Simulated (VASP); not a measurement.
An input for Ansatz (written as the equivalent of a VASP run, and not itself run):

Ansatz 0.2 input:
```yaml
crystal:
  lattice:
    - [3.7791911, 0.0000000, 0.0000000]
    - [0.0000000, 3.7791911, 0.0000000]
    - [0.0000000, 0.0000000, 3.7791911]
  atoms:
    - { symbol: Sr, position: [0.0000000, 0.0000000, 0.0000000] }
    - { symbol: V, position: [0.5000000, 0.5000000, 0.5000000] }
    - { symbol: O, position: [0.5000000, 0.0000000, 0.5000000] }
    - { symbol: O, position: [0.0000000, 0.5000000, 0.5000000] }
    - { symbol: O, position: [0.5000000, 0.5000000, 0.0000000] }
kpoints:
  mp_grid: { grid: [8, 8, 8] }
hamiltonian:
  xc: lda
  pseudopotentials: { kind: paw }
scf:
  occupations: { method: methfessel_paxton, width: 0.1 }
  max_iter: 100
relax:
  max_steps: 40
  f_tol: 0.02
  cell: {}
output: { forces: true, stress: true, eigenvalues: true }
```

### Question
Write the VASP files for the same calculation (LDA).

### Answer
One answer among several that fit: 
KPOINTS:
```
kpoints
0
gamma
8 8 8
```

File POSCAR:
```
SrVO3
1
    3.7791911043     0.0000000000     0.0000000000
    0.0000000000     3.7791911043     0.0000000000
    0.0000000000    -0.0000000000     3.7791911043
Sr V O
1 1 3
Direct
  0.0000000000   0.0000000000   0.0000000000
  0.5000000000   0.5000000000   0.5000000000
  0.5000000000   0.0000000000   0.5000000000
  0.0000000000   0.5000000000   0.5000000000
  0.5000000000   0.5000000000   0.0000000000
```

INCAR:
```
SYSTEM=SrVO3
PREC=Accurate; ENCUT=620; LREAL=.FALSE.
LASPH=.TRUE.
EDIFF=1E-6; NELM=100; ALGO=Normal
LMAXMIX=4
ISMEAR=1; SIGMA=0.1
IBRION=2; NSW=40; ISIF=3
EDIFFG=-0.02
LWAVE=.FALSE.; LCHARG=.FALSE.
```

POTCAR, in this order: Sr_sv V_sv O (LDA.64 set). Program: vasp_std.

What does not carry over: each code has its own PAW files, so the cut-off isn't converted (ENCUT is set for VASP's; basis.ecutwfc is left out, and Ansatz then takes the one that its files recommend); Ansatz stops its SCF on the density residual and VASP on the energy change (EDIFF); Ansatz's lda is the Perdew-Wang form, while the LDA potentials of VASP carry Perdew-Zunger's.

The compound is SrVO3 in the cubic perovskite structure. It was relaxed first.
